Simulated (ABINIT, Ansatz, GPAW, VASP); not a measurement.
# TaOs3 (Pm-3m, 4 atoms in the cell) computed with different codes at matched settings

Self-consistent single point.

```
CELL_PARAMETERS angstrom
      3.91497     0.00000     0.00000
      0.00000     3.91497     0.00000
      0.00000     0.00000     3.91497
ATOMIC_POSITIONS crystal
  Ta 0.00000 0.00000 0.00000
  Os 0.00000 0.50000 0.50000
  Os 0.50000 0.00000 0.50000
  Os 0.50000 0.50000 0.00000
```

Shared settings, as Ansatz (a first-principles code) writes them: kpoints.mp_grid.grid = 7 7 7; scf.occupations.method = fermi_dirac; scf.occupations.width = 0.1 eV. Potentials and cutoffs stand in the table.

| code | model | pressure (GPa) | cutoff |
|---|---|---|---|
| GPAW | LDA (Perdew-Wang 92), GPAW PAW datasets LDA (gpaw-data 1.0.1) | -13.99 | 550 eV |
| VASP | LDA (PZ), VASP's LDA PAW potentials (set 64) | -12.86 | 300 eV |
| Ansatz | LDA (PW92), PAW files made with PBE | -11.89 | default |
| ABINIT | LDA (PW92), norm-conserving pseudopotentials (PseudoDojo nc-sr-04 LDA standard) | -13.09 | 37 Ha |

On Ansatz's run: spin-orbit coupling is off. Spin polarisation is off.

The spread over the programs that give each value: pressure within 2.10 GPa.

Ansatz's pressure is given at a fixed set of plane waves, as the other plane-wave codes print theirs; with its correction for the finite basis it is -11.83 GPa. The same LDA comes in different parametrisations, which differ slightly. In the pressure, GPAW (by 1.02) and Ansatz (by 1.08) lie more than 1 GPa from the median of the plane-wave programs.

VASP's run is marked for a possible Pulay error in its stress at this cutoff; no cutoff test was made.

The starting cell comes from a database of computed structures (which also holds hypothetical and non-ambient phases and stackings), without a prior relaxation at this level.

Left out of this page: CP2K, Elk, FLEUR and SIESTA (not drawn, or without a comparable value).

Keys are those of Ansatz 0.2.
